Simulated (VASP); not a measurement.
Computed with PBE GGA + U (Dudarev), VASP's PBE PAW potentials (set 64) (plane waves; VASP).

Input for VASP

### INCAR
```
ALGO  =  Normal
EDIFF  =  1E-6
ENCUT  =  520
GGA  =  PE
ISIF  =  2
ISMEAR  =  0
ISPIN  =  2
LASPH  =  .TRUE.
LCHARG  =  .FALSE.
LDAU  =  .TRUE.
LDAUJ  =  0 0
LDAUL  =  2 -1
LDAUPRINT  =  1
LDAUTYPE  =  2
LDAUU  =  3.9 0
LMAXMIX  =  4
LORBIT  =  11
LREAL  =  .FALSE.
LWAVE  =  .FALSE.
MAGMOM  =  3.1 -3.1 4*0.0
NELM  =  100
PREC  =  Accurate
SIGMA  =  0.05
SYSTEM  =  MnO2
```

File KPOINTS:
```
Automatic mesh
0
Gamma
  8 8 10
0 0 0
```

**POSCAR**
```
MnO2
1
    4.4641958640     0.0000000000     0.0000000000
    0.0000000000     4.4641958640     0.0000000000
    0.0000000000     0.0000000000     2.9392837421
Mn O
2 4
Direct
  0.0000000000   0.0000000000   0.0000000000
  0.5000000000   0.5000000000   0.5000000000
  0.3058865748   0.3058865748   0.0000000000
  0.8058865748   0.1941134252   0.5000000000
  0.1941134252   0.8058865748   0.5000000000
  0.6941134252   0.6941134252   0.0000000000
```

POTCAR, in this order: Mn_pv O (PBE.64 set). Program: vasp_std.

Output

OSZICAR:
```
       N       E                     dE             d eps       ncg     rms          rms(c)
DAV:   1     0.656471569938E+03    0.65647E+03   -0.28704E+04 11064   0.200E+03
DAV:   2     0.296352768668E+02   -0.62684E+03   -0.59112E+03 11512   0.565E+02
DAV:   3    -0.528326131578E+02   -0.82468E+02   -0.80006E+02 14648   0.191E+02
DAV:   4    -0.564215300857E+02   -0.35889E+01   -0.32005E+01 11862   0.359E+01
DAV:   5    -0.564892889549E+02   -0.67759E-01   -0.67722E-01 11632   0.552E+00    0.410E+01
DAV:   6    -0.476314901745E+02    0.88578E+01   -0.17952E+02 14194   0.120E+02    0.455E+01
DAV:   7    -0.436624037535E+02    0.39691E+01   -0.84198E+01 13844   0.942E+01    0.178E+01
DAV:   8    -0.424166374211E+02    0.12458E+01   -0.48749E+00 12454   0.266E+01    0.767E+00
DAV:   9    -0.424189168096E+02   -0.22794E-02   -0.12210E+00 14378   0.159E+01    0.439E+00
DAV:  10    -0.423926607593E+02    0.26256E-01   -0.53738E-01 13478   0.754E+00    0.137E+00
DAV:  11    -0.423974350044E+02   -0.47742E-02   -0.25770E-02 12302   0.141E+00    0.449E-01
DAV:  12    -0.423984275520E+02   -0.99255E-03   -0.43825E-03 12624   0.568E-01    0.232E-01
DAV:  13    -0.423986826618E+02   -0.25511E-03   -0.33993E-04 12776   0.177E-01    0.634E-02
DAV:  14    -0.423987362491E+02   -0.53587E-04   -0.17193E-04 13718   0.101E-01    0.353E-02
DAV:  15    -0.423987416144E+02   -0.53653E-05   -0.32691E-05 14152   0.611E-02    0.100E-02
DAV:  16    -0.423987426419E+02   -0.10276E-05   -0.59290E-06 12226   0.174E-02    0.637E-03
DAV:  17    -0.423987426945E+02   -0.52590E-07   -0.65484E-07  5568   0.125E-02
   1 F= -.42398743E+02 E0= -.42398739E+02  d E =-.677887E-05  mag=     0.0000
```

OUTCAR:
```
------------------------ aborting loop because EDIFF is reached ----------------------------------------
  FORCE on cell =-STRESS in cart. coord.  units (eV):
  Direction    XX          YY          ZZ          XY          YZ          ZX
  --------------------------------------------------------------------------------------
  Total       -0.7169498     -0.7169498     -0.7331487      0.0000000      0.0000000      0.0000000
  in kB      -19.6097188    -19.6097188    -20.0527841      0.0000000      0.0000000      0.0000000
  external PRESSURE =     -19.7574073 kB  Pullay stress =       0.0000000 kB
  volume of cell :       58.58
      direct lattice vectors                 reciprocal lattice vectors
     4.464195864  0.000000000  0.000000000     0.224004508  0.000000000  0.000000000
     0.000000000  4.464195864  0.000000000     0.000000000  0.224004508  0.000000000
     0.000000000  0.000000000  2.939283742     0.000000000  0.000000000  0.340218940
 POSITION                                       TOTAL-FORCE (eV/Angst)
 -----------------------------------------------------------------------------------
      0.00000      0.00000      0.00000        -0.000000     -0.000000      0.000000
      2.23210      2.23210      1.46964        -0.000000     -0.000000      0.000000
      1.36554      1.36554      0.00000         0.019302      0.019302     -0.000000
      3.59764      0.86656      1.46964         0.019302     -0.019302      0.000000
      0.86656      3.59764      1.46964        -0.019302      0.019302     -0.000000
      3.09866      3.09866      0.00000        -0.019302     -0.019302      0.000000
 -----------------------------------------------------------------------------------
    total drift:                               -0.000000      0.000000     -0.000000
  FREE ENERGIE OF THE ION-ELECTRON SYSTEM (eV)
  ---------------------------------------------------
  free  energy   TOTEN  =       -42.3987426945 eV

  energy  without entropy=      -42.3987359157  energy(sigma->0) =      -42.39873931

 total charge

# of ion       s       p       d       tot
------------------------------------------
    1        0.338   6.431   4.780  11.548
    2        0.338   6.431   4.780  11.548
    3        1.566   3.453   0.000   5.020
    4        1.566   3.453   0.000   5.020
    5        1.566   3.453   0.000   5.020
    6        1.566   3.453   0.000   5.020
--------------------------------------------------
tot          6.940  26.675   9.560  43.175

 magnetization (x)

# of ion       s       p       d       tot
------------------------------------------
    1        0.017   0.029   2.957   3.003
    2       -0.017  -0.029  -2.957  -3.003
    3       -0.001  -0.004   0.000  -0.004
    4        0.001   0.004   0.000   0.004
    5        0.001   0.004   0.000   0.004
    6       -0.001  -0.004   0.000  -0.004
--------------------------------------------------
tot          0.000   0.000  -0.000  -0.000
```
(Selected blocks of OUTCAR.)

The compound is MnO2 in the rutile structure. It was relaxed first, which changed the volume by +5 %.
